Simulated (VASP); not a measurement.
All values below come from PBE GGA with D3 dispersion (Becke-Johnson damping), VASP's PBE PAW potentials (set 64) (plane waves; VASP).

The input files of a VASP run:

**KPOINTS**
```
Automatic mesh
0
Gamma
10 10 10
0 0 0
```

POSCAR:
```
NiSi2
2.7463790
  0.0000000000   0.9999999535   0.9999999535
  0.9999999535   0.0000000000   0.9999999535
  0.9999999535   0.9999999535   0.0000000000
Si Ni
2 1
Cartesian
  0.4999999768   0.4999999768   0.4999999768
  1.4999999303   1.4999999303   1.4999999303
  0.0000000000   0.0000000000   0.0000000000
```

### INCAR
```
LCHARG  =  .False.
LWAVE  =  .False.
LMAXMIX  =  4   ! l cut-off of mixed one-centre charges
IVDW  =  12   ! D3, Becke-Johnson
SIGMA  =  0.1   ! width (eV)
ENCUT  =  520   ! plane-wave cut-off (eV)
ALGO  =  Normal
ISMEAR  =  1   ! Methfessel-Paxton
EDIFF  =  1E-7
SYSTEM  =  NiSi2
NELM  =  100   ! most electronic steps
LASPH  =  .True.
LREAL  =  .False.
ISIF  =  2
GGA  =  PE   ! PBE
PREC  =  Accurate
```

POTCAR, in this order: Si Ni (PBE.64 set). Program: vasp_std.

The run wrote:

### OSZICAR
```
       N       E                     dE             d eps       ncg     rms          rms(c)
DAV:   1     0.700824731930E+02    0.70082E+02   -0.78235E+03  1238   0.140E+03
DAV:   2    -0.152009435157E+02   -0.85283E+02   -0.80271E+02  1252   0.249E+02
DAV:   3    -0.192441164609E+02   -0.40432E+01   -0.39110E+01  1596   0.608E+01
DAV:   4    -0.193286072348E+02   -0.84491E-01   -0.84174E-01  1443   0.820E+00
DAV:   5    -0.193309264569E+02   -0.23192E-02   -0.23188E-02  1664   0.143E+00    0.161E+01
DAV:   6    -0.245460942558E+02   -0.52152E+01   -0.56047E+01  1331   0.184E+02    0.261E+01
DAV:   7    -0.175084821684E+02    0.70376E+01   -0.16132E+01  1462   0.114E+02    0.429E+00
DAV:   8    -0.173973034636E+02    0.11118E+00   -0.24235E+00  1768   0.272E+01    0.257E+00
DAV:   9    -0.173587067140E+02    0.38597E-01   -0.31189E-01  1489   0.111E+01    0.706E-01
DAV:  10    -0.173557343333E+02    0.29724E-02   -0.14163E-02  1586   0.268E+00    0.289E-01
DAV:  11    -0.173558991548E+02   -0.16482E-03   -0.14148E-03  1461   0.294E-01    0.572E-02
DAV:  12    -0.173559371813E+02   -0.38026E-04   -0.49937E-05  1517   0.630E-02    0.240E-02
DAV:  13    -0.173559384895E+02   -0.13082E-05   -0.25729E-05  1468   0.103E-01    0.789E-03
DAV:  14    -0.173559386473E+02   -0.15782E-06   -0.25247E-06  1563   0.134E-02    0.515E-03
DAV:  15    -0.173559386592E+02   -0.11868E-07   -0.67812E-07  1626   0.194E-02
   1 F= -.18628055E+02 E0= -.18627626E+02  d E =-.128501E-02
```

File OUTCAR:
```
------------------------ aborting loop because EDIFF is reached ----------------------------------------
 Edisp (eV)   -1.27212
  FORCE on cell =-STRESS in cart. coord.  units (eV):
  Direction    XX          YY          ZZ          XY          YZ          ZX
  --------------------------------------------------------------------------------------
  Total      -2.22937    -2.22937    -2.22937     0.00000     0.00000     0.00000
  in kB     -86.21468   -86.21468   -86.21468     0.00000     0.00000     0.00000
  external pressure =      -86.21 kB  Pullay stress =        0.00 kB
  volume of cell :       41.43
      direct lattice vectors                 reciprocal lattice vectors
     0.000000000  2.746378872  2.746378872    -0.182057911  0.182057911  0.182057911
     2.746378872  0.000000000  2.746378872     0.182057911 -0.182057911  0.182057911
     2.746378872  2.746378872  0.000000000     0.182057911  0.182057911 -0.182057911
 POSITION                                       TOTAL-FORCE (eV/Angst)
 -----------------------------------------------------------------------------------
      1.37319      1.37319      1.37319        -0.000000     -0.000000     -0.000000
      4.11957      4.11957      4.11957         0.000000      0.000000      0.000000
      0.00000      0.00000      0.00000        -0.000000     -0.000000      0.000000
 -----------------------------------------------------------------------------------
    total drift:                                0.000000     -0.000000     -0.000000
  FREE ENERGIE OF THE ION-ELECTRON SYSTEM (eV)
  ---------------------------------------------------
  free  energy   TOTEN  =       -18.6280548318 eV

  energy  without entropy=      -18.6267698243  energy(sigma->0) =      -18.62762650
```
(Selected blocks of OUTCAR.)

OUTCAR:
```
 val. band max:        9.6566018830   @ k =   0.2000   0.1000   0.0000

 cond. band min:       9.6817882066   @ k =  -0.4000   0.5000   0.1000


 Fermi energy:         9.6737986771

 k-point     1 :       0.0000    0.0000    0.0000
  band No.  band energies     occupation
      1      -3.6430      2.00000
      2       4.8550      2.00000
      3       4.8550      2.00000
      4       4.8550      2.00000
      5       6.4908      2.00000
      6       6.4908      2.00000
      7       9.0963      2.00000
      8      11.3893     -0.00000
      9      11.3893     -0.00000
     10      11.3893     -0.00000
     11      12.1202      0.00000
     12      12.1202      0.00000
     13      12.1202      0.00000

 k-point     2 :       0.1000    0.0000    0.0000
  band No.  band energies     occupation
      1      -3.5001      2.00000
      2       4.5338      2.00000
      3       4.9001      2.00000
      4       4.9001      2.00000
      5       6.4655      2.00000
      6       6.4655      2.00000
      7       8.9914      2.00000
      8      10.3204     -0.00000
      9      10.8316     -0.00000
     10      10.8316     -0.00000
     11      12.6183      0.00000
     12      12.6183      0.00000
     13      13.4033      0.00000

 k-point     3 :       0.2000    0.0000    0.0000
  band No.  band energies     occupation
      1      -3.0748      2.00000
      2       3.6796      2.00000
      3       5.0189      2.00000
      4       5.0189      2.00000
      5       6.4206      2.00000
      6       6.4206      2.00000
      7       7.9866      2.00000
      8      10.0731     -0.00000
      9      10.0731     -0.00000
     10      10.3735     -0.00000
     11      12.4431      0.00000
     12      12.4431      0.00000
     13      13.3847      0.00000

 k-point     4 :       0.3000    0.0000    0.0000
  band No.  band energies     occupation
      1      -2.3787      2.00000
      2       2.4747      2.00000
      3       5.1577      2.00000
...
```

The compound is NiSi2 in the fluorite structure. This cell is one point of a volume scan, at 1.06 of the reference volume. The run is not spin-polarised, so no magnetic state was tried.
